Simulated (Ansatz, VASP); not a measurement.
# TaN: VASP beside Ansatz

Aim: how closely do two programs agree when they are given the same cell, functional and k mesh? The cell is taken from a series of runs on this material, whose earlier steps may have relaxed, scaled, displaced or heated it; both programs get it as it stands.

Main program and level: Ansatz 0.2.0; plane waves, with VASP 6.6.1 beside it; zone-centre phonons at PBEsol.

**1. The structure**

The structure is orthorhombic, space group Immm (No. 71). The conventional cell has a = 3.063 Å, b = 3.118 Å, c = 4.376 Å, α = 90.00°, β = 90.00°, γ = 90.00°. N has 6 Ta at 2.19 Å nearest. Nearest to Ta lie 6 N at 2.19 Å. Farther neighbours and most contacts between anions are not listed.

**2. VASP: zone-centre phonons, PBEsol**

Second derivatives magnify differences that forces hide, and they need a tight electronic threshold.

Lines of VASP's logs that name or quote its potential files are left out, and so is its time.

INCAR

```
SYSTEM = TaN
PREC = Accurate
ENCUT = 600
EDIFF = 1E-08
NELM = 120
ISMEAR = 1
SIGMA = 0.2
LREAL = .FALSE.
ALGO = Normal
GGA = PS
NBANDS = 14
LASPH = .TRUE.
LORBIT = 11
LWAVE = .FALSE.
LCHARG = .FALSE.
ISIF = 2
IBRION = 8
GGA_COMPAT = .FALSE.
KPAR = 2
```

POSCAR

```
TaN
1.0
   -0.0197222395      2.1852420269      2.1879840735
    2.1852420269     -0.0197222395      2.1879840735
    2.1655197874      2.1655197874      0.0000000000
N Ta
1 1
Direct
    0.0000000000      0.0000000000      0.0000000000
    0.5000000000      0.5000000000      0.5000000000
```

KPOINTS

```
Automatic mesh
0
Gamma
16 16 16
0 0 0
```

PAW data sets: N and Ta_pv (PBE family, release 64).

The run is started by

```console
$ mpirun -np 2 vasp_std
```

Numbers of over 12 decimals in the logs are rounded to 6 here.

Log:

```text
[banner, memory and clock lines left out]
running    2 mpi-ranks, on    1 nodes
 distrk:  each k-point on    1 cores,    2 groups
 distr:  one band on    1 cores,    1 groups

 POSCAR found type information on POSCAR N Ta
 POSCAR found :  2 types and       2 ions
|                                                                             |
|               ----> ADVICE to this user running VASP <----                  |
|                                                                             |
|     You enforced a specific xc type in the INCAR file but a different       |
|     [... a line on the potential file left out ...]
|     I HOPE YOU KNOW WHAT YOU ARE DOING!                                     |
|                                                                             |

 LDA part: xc-table for (Slater+PW92), standard interpolation
 POSCAR, INCAR and KPOINTS ok, starting setup
 FFT: planning ... GRIDC
 FFT: planning ... GRID_SOFT
 FFT: planning ... GRID
 WAVECAR not read
 entering main loop
       N       E                     dE             d eps       ncg     rms          rms(c)
DAV:   1     0.972704453478E+02    0.97270E+02   -0.97797E+03 17404   0.135E+03
DAV:   2    -0.226134159969E+02   -0.11988E+03   -0.11282E+03 21186   0.344E+02
DAV:   3    -0.259842137931E+02   -0.33708E+01   -0.33283E+01 20116   0.545E+01
DAV:   4    -0.260027188658E+02   -0.18505E-01   -0.18490E-01 20312   0.410E+00
DAV:   5    -0.260028457054E+02   -0.12684E-03   -0.12683E-03 20116   0.309E-01    0.252E+01
DAV:   6    -0.233316432083E+02    0.26712E+01   -0.56805E+00 20746   0.278E+01    0.106E+01
DAV:   7    -0.232488977039E+02    0.82746E-01   -0.38445E-01 21576   0.601E+00    0.723E+00
DAV:   8    -0.232149492526E+02    0.33948E-01   -0.13552E-01 20988   0.340E+00    0.156E+00
DAV:   9    -0.232103091538E+02    0.46401E-02   -0.13749E-02 19488   0.104E+00    0.373E-01
DAV:  10    -0.232101703110E+02    0.13884E-03   -0.54829E-04 23634   0.291E-01    0.128E-01
DAV:  11    -0.232101309966E+02    0.39314E-04   -0.71153E-05 19926   0.889E-02    0.198E-02
DAV:  12    -0.232101308648E+02    0.13188E-06   -0.38968E-06 22674   0.207E-02    0.176E-03
DAV:  13    -0.232101307282E+02    0.13661E-06   -0.14533E-07 19302   0.331E-03    0.760E-04
DAV:  14    -0.232101307203E+02    0.78437E-08   -0.46973E-09 14760   0.901E-04
   1 F= -.23210131E+02 E0= -.23209507E+02  d E =-.187230E-02
 Linear response reoptimize wavefunctions to high precision
DAV:   1    -0.232101307133E+02    0.69770E-08   -0.88692E-10 13934   0.440E-04
DAV:   2    -0.232101307133E+02   -0.40927E-11   -0.62985E-11 10968   0.782E-05
 Linear response DOF=           4
 Linear response progress:
  Degree of freedom:   1/  4
       N       E                     dE             d eps       ncg     rms          rms(c)
RMM:   1    -0.235106539914E+00   -0.23511E+00    0.15498E-01 68327   0.298E+00
RMM:   2    -0.231186337726E+00    0.39202E-02   -0.41072E-03 52195   0.518E-01    0.148E-01
RMM:   3    -0.232061453388E+00   -0.87512E-03   -0.85950E-04 47492   0.182E-01    0.759E-02
RMM:   4    -0.233385254061E+00   -0.13238E-02   -0.42953E-04 48395   0.127E-01    0.225E-02
RMM:   5    -0.233483280275E+00   -0.98026E-04   -0.20360E-05 55093   0.355E-02    0.261E-03
RMM:   6    -0.233483568433E+00   -0.28816E-06   -0.20218E-06 55279   0.761E-03    0.997E-04
RMM:   7    -0.233473749487E+00    0.98189E-05   -0.17211E-07 55439   0.222E-03    0.402E-04
RMM:   8    -0.233475080209E+00   -0.13307E-05   -0.41150E-08 59395   0.762E-04    0.140E-04
RMM:   9    -0.233474252843E+00    0.82737E-06    0.45637E-10 59324   0.261E-04    0.278E-05
RMM:  10    -0.233473982455E+00    0.27039E-06   -0.54684E-09 62779   0.857E-05    0.157E-05
RMM:  11    -0.233473994305E+00   -0.11850E-07   -0.74538E-09 62703   0.261E-05    0.756E-06
RMM:  12    -0.233474026423E+00   -0.32117E-07    0.47309E-09 57534   0.129E-05    0.189E-06
RMM:  13    -0.233474028165E+00   -0.17425E-08   -0.24744E-09 49446   0.683E-06    0.813E-07
 first order change of Fermi-energy  -0.89597E-04
 force on displaced ion       1 direction 1 :  -8.207   0.221   0.000
 Linear response progress:
  Degree of freedom:   2/  4
       N       E                     dE             d eps       ncg     rms          rms(c)
RMM:   1    -0.234787493509E+00   -0.23479E+00    0.15732E-01 38319   0.297E+00
RMM:   2    -0.231115779382E+00    0.36717E-02   -0.40041E-03 29463   0.514E-01    0.148E-01
RMM:   3    -0.231995213933E+00   -0.87943E-03   -0.84872E-04 26681   0.181E-01    0.756E-02
RMM:   4    -0.233316725946E+00   -0.13215E-02   -0.42599E-04 27141   0.126E-01    0.225E-02
RMM:   5    -0.233413814223E+00   -0.97088E-04   -0.20456E-05 31007   0.354E-02    0.259E-03
RMM:   6    -0.233413330957E+00    0.48327E-06   -0.19813E-06 31047   0.755E-03    0.988E-04
RMM:   7    -0.233403810092E+00    0.95209E-05   -0.19436E-07 31003   0.220E-03    0.398E-04
RMM:   8    -0.233405183757E+00   -0.13737E-05   -0.31034E-08 32932   0.760E-04    0.125E-04
RMM:   9    -0.233404267430E+00    0.91633E-06   -0.50433E-09 32795   0.263E-04    0.285E-05
RMM:  10    -0.233404006961E+00    0.26047E-06   -0.70571E-09 35192   0.874E-05    0.157E-05
RMM:  11    -0.233404014552E+00   -0.75912E-08   -0.48837E-09 34558   0.259E-05    0.778E-06
 first order change of Fermi-energy  -0.10360E-03
 force on displaced ion       1 direction 3 :  -0.000   0.000  -7.890
 Linear response progress:
  Degree of freedom:   3/  4
       N       E                     dE             d eps       ncg     rms          rms(c)
RMM:   1    -0.136113766814E+00   -0.13611E+00    0.11500E+01 32076   0.245E+01
RMM:   2    -0.164948033714E+00   -0.28834E-01   -0.26560E-02 48719   0.149E+00    0.111E-01
RMM:   3    -0.164210272678E+00    0.73776E-03   -0.20096E-03 57145   0.291E-01    0.510E-02
RMM:   4    -0.163708976343E+00    0.50130E-03   -0.17647E-04 61751   0.918E-02    0.187E-02
RMM:   5    -0.163504984117E+00    0.20399E-03   -0.16838E-05 61937   0.251E-02    0.482E-03
RMM:   6    -0.163490951247E+00    0.14033E-04   -0.25399E-06 59529   0.869E-03    0.848E-04
RMM:   7    -0.163487793914E+00    0.31573E-05   -0.85497E-07 62799   0.251E-03    0.341E-04
RMM:   8    -0.163489504817E+00   -0.17109E-05   -0.41256E-07 65941   0.880E-04    0.846E-05
RMM:   9    -0.163490295661E+00   -0.79084E-06   -0.62069E-07 64138   0.332E-04    0.448E-05
RMM:  10    -0.163490870686E+00   -0.57502E-06   -0.30328E-07 58071   0.212E-04    0.723E-06
RMM:  11    -0.163490877715E+00   -0.70292E-08   -0.24274E-07 68237   0.948E-05    0.717E-06
RMM:  12    -0.163490888826E+00   -0.11110E-07   -0.14488E-07 62291   0.490E-05    0.868E-07
RMM:  13    -0.163490892623E+00   -0.37974E-08   -0.95136E-08 59806   0.271E-05    0.831E-07
 first order change of Fermi-energy   0.28047E-03
 force on displaced ion       2 direction 1 :  -8.209   0.222   0.000
 Linear response progress:
  Degree of freedom:   4/  4
       N       E                     dE             d eps       ncg     rms          rms(c)
RMM:   1    -0.136618651857E+00   -0.13662E+00    0.11478E+01 18312   0.244E+01
RMM:   2    -0.165167448299E+00   -0.28549E-01   -0.26419E-02 27364   0.149E+00    0.110E-01
RMM:   3    -0.164443695761E+00    0.72375E-03   -0.19618E-03 32037   0.290E-01    0.506E-02
RMM:   4    -0.163952676818E+00    0.49102E-03   -0.17766E-04 34345   0.907E-02    0.187E-02
RMM:   5    -0.163747563897E+00    0.20511E-03   -0.19185E-05 34553   0.246E-02    0.476E-03
RMM:   6    -0.163733896221E+00    0.13668E-04   -0.32279E-06 33231   0.858E-03    0.837E-04
RMM:   7    -0.163730705664E+00    0.31906E-05   -0.51876E-07 35047   0.248E-03    0.338E-04
RMM:   8    -0.163732382188E+00   -0.16765E-05    0.13425E-06 36610   0.876E-04    0.796E-05
RMM:   9    -0.163733142701E+00   -0.76051E-06   -0.10786E-06 35862   0.333E-04    0.457E-05
RMM:  10    -0.163733710562E+00   -0.56786E-06   -0.68452E-07 32554   0.214E-04    0.825E-06
RMM:  11    -0.163733746327E+00   -0.35765E-07   -0.35661E-07 37370   0.982E-05    0.694E-06
RMM:  12    -0.163733752503E+00   -0.61764E-08   -0.29591E-07 34961   0.509E-05    0.856E-07
RMM:  13    -0.163733759925E+00   -0.74217E-08   -0.17298E-07 33597   0.285E-05    0.835E-07
RMM:  14    -0.163733750485E+00    0.94398E-08   -0.12886E-07 27208   0.177E-05    0.169E-06
RMM:  15    -0.163733757756E+00   -0.72709E-08   -0.80815E-08 20964   0.118E-05    0.148E-06
 first order change of Fermi-energy   0.28608E-03
 force on displaced ion       2 direction 3 :  -0.000  -0.000  -7.888
 Linear response finished
```

Parts of OUTCAR (step 2):

```text
ion  position               nearest neighbor table
   1  0.000  0.000  0.000-   2 2.19   2 2.19   2 2.19   2 2.19   2 2.19   2 2.19
   2  0.500  0.500  0.500-   1 2.19   1 2.19   1 2.19   1 2.19   1 2.19   1 2.19

  LATTYP: Found a body centered orthorhombic cell.
 ALAT       =     3.0625074529
 B/A-ratio  =     1.0182147858
 C/A-ratio  =     1.4288840809

 Subroutine GETGRP returns: Found  8 space group operations
 (whereof  8 operations were pure point group operations)

The static configuration has the point symmetry D_2h.

 Found    621 irreducible k-points:

   k-points           NKPTS =    621   k-points in BZ     NKDIM =    621   number of bands    NBANDS=     14

   dimension x,y,z NGX =    28 NGY =   28 NGZ =   24
   dimension x,y,z NGXF=    56 NGYF=   56 NGZF=   48

   ENCUT  =  600.0 eV  44.10 Ry    6.64 a.u.   6.18  6.18  6.12*2*pi/ulx,y,z

   NELECT =      16.0000    total number of electrons

 k-points in reciprocal lattice and weights: Automatic mesh
   0.00000000  0.00000000  0.00000000       0.000
   0.06250000 -0.00000000  0.00000000       0.001
   0.12500000 -0.00000000  0.00000000       0.001
   0.18750000 -0.00000000  0.00000000       0.001
   0.25000000 -0.00000000  0.00000000       0.001
   0.31250000 -0.00000000  0.00000000       0.001
   0.37500000 -0.00000000  0.00000000       0.001
   0.43750000 -0.00000000  0.00000000       0.001
   0.50000000 -0.00000000  0.00000000       0.000
[...]
0.25000000  0.25000000  0.50000000       0.000
  -0.25000000  0.25000000  0.50000000       0.000

 average (electrostatic) potential at core
       1 -61.1743       2 -34.3673

  Total        0.2760553      0.2760553      0.1495875      0.1249747      0.0000000      0.0000000
  in kB       21.1674639     21.1674639     11.4701217      9.5828556      0.0000000      0.0000000
  external PRESSURE =      17.9350165 kB  Pullay stress =       0.0000000 kB

  energy-cutoff  :      600.00
  volume of cell :       20.89
      direct lattice vectors                 reciprocal lattice vectors
    -0.019722239  2.185242027  2.187984074    -0.226761044  0.226761044  0.228520859
     2.185242027 -0.019722239  2.187984074     0.226761044 -0.226761044  0.228520859
     2.165519787  2.165519787  0.000000000     0.230891448  0.230891448 -0.228520859

 POSITION                                       TOTAL-FORCE (eV/Angst)
 -----------------------------------------------------------------------------------
      0.00000      0.00000      0.00000         0.000000      0.000000     -0.000000
      2.16552      2.16552      2.18798        -0.000000      0.000000      0.000000
 -----------------------------------------------------------------------------------
    total drift:                                0.000000      0.000000      0.000000

 Eigenvectors and eigenvalues of the dynamical matrix
 ----------------------------------------------------

   1 f  =   12.589542 THz    79.102425 2PiTHz  419.941917 cm-1    52.066138 meV
             X         Y         Z           dx          dy          dz
      0.000000  0.000000  0.000000     0.681230   -0.681230    0.000000
      2.165520  2.165520  2.187984    -0.189540    0.189540    0.000000

   2 f  =   12.255312 THz    77.002394 2PiTHz  408.793195 cm-1    50.683874 meV
             X         Y         Z           dx          dy          dz
      0.000000  0.000000  0.000000    -0.681240   -0.681240    0.000000
      2.165520  2.165520  2.187984     0.189506    0.189506    0.000000

   3 f  =   12.180931 THz    76.535046 2PiTHz  406.312122 cm-1    50.376260 meV
             X         Y         Z           dx          dy          dz
      0.000000  0.000000  0.000000     0.000000    0.000000    0.963431
      2.165520  2.165520  2.187984     0.000000    0.000000   -0.267956

   4 f/i=    0.000155 THz     0.000972 2PiTHz    0.005158 cm-1     0.000640 meV
             X         Y         Z           dx          dy          dz
      0.000000  0.000000  0.000000     0.189506    0.189506    0.000000
      2.165520  2.165520  2.187984     0.681240    0.681240    0.000000

   5 f/i=    0.000435 THz     0.002735 2PiTHz    0.014517 cm-1     0.001800 meV
             X         Y         Z           dx          dy          dz
      0.000000  0.000000  0.000000     0.000000    0.000000   -0.267956
      2.165520  2.165520  2.187984     0.000000    0.000000   -0.963431

   6 f/i=    0.000775 THz     0.004867 2PiTHz    0.025837 cm-1     0.003203 meV
             X         Y         Z           dx          dy          dz
      0.000000  0.000000  0.000000    -0.189540    0.189540    0.000000
      2.165520  2.165520  2.187984    -0.681230    0.681230    0.000000

 ELASTIC MODULI CONTR FROM IONIC RELAXATION (kBar)
 Direction    XX          YY          ZZ          XY          YZ          ZX
 --------------------------------------------------------------------------------
 XX           0.0000      0.0000      0.0000      0.0000      0.0000      0.0000
 YY           0.0000      0.0000      0.0000      0.0000      0.0000      0.0000
 ZZ           0.0000      0.0000      0.0000      0.0000      0.0000      0.0000
 XY           0.0000      0.0000      0.0000      0.0000      0.0000      0.0000
 YZ           0.0000      0.0000      0.0000      0.0000      0.0000      0.0000
 ZX           0.0000      0.0000      0.0000      0.0000      0.0000      0.0000
 --------------------------------------------------------------------------------
```

(Part 1 of 2 ends here.)

[Lines on the potential files, build, host, timing and source positions are cut from VASP's logs without a mark.]

[Logs are printed without paths, hosts, clocks, repeated set-up lines and the standing remarks that a program may print on its own settings, such as how far it seeks lower states.]

[Hosts, paths, dates, database ids (printed as entryN), source tags and the programs' standing remarks are cut or masked in the printed files.]
